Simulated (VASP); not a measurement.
Consider the following.

```yaml
crystal:
  lattice:
    - [0.00000, 2.43962, 2.56327]
    - [2.54084, 0.00000, 2.56327]
    - [2.54084, 2.43962, 0.00000]
  atoms:
    - { symbol: Gd, position: [0.00000, 0.00000, 0.00000] }
    - { symbol: N, position: [0.49489, 0.50511, 0.50511] }
```

The numbers are results of PBE GGA with D4 dispersion, VASP's PBE PAW potentials (set 64) (plane waves; VASP), not measurements. Numerical set-up: 520 eV cut-off, 8×8×8 Γ-centred mesh, Gaussian smearing of 0.050 eV, potentials Gd_3 N.

The 4f electrons are frozen in the core of the lanthanide potential, so 4f levels, which can set the real gap, and their magnetism are missing.

Problem. What does the run give for the energy per atom (σ→0), pressure, band gap (on the k-mesh) with the smallest direct gap where there is one?

Solution. 
| Property | Value |
|---|---|
| band gap (on the k-mesh) | none (metal, semimetal or under 0.01 eV) |
| energy per atom (σ→0) | -8393 meV/atom |
| pressure | -7.13 GPa |

Only differences to runs with the same potentials and settings are physical.

The compound is GdN in the rock salt structure. The cell was not relaxed at this level, atoms are displaced from their ideal sites. The run is one of a series of settings (IVDW = 13 against the base run), some of them coarse on purpose.
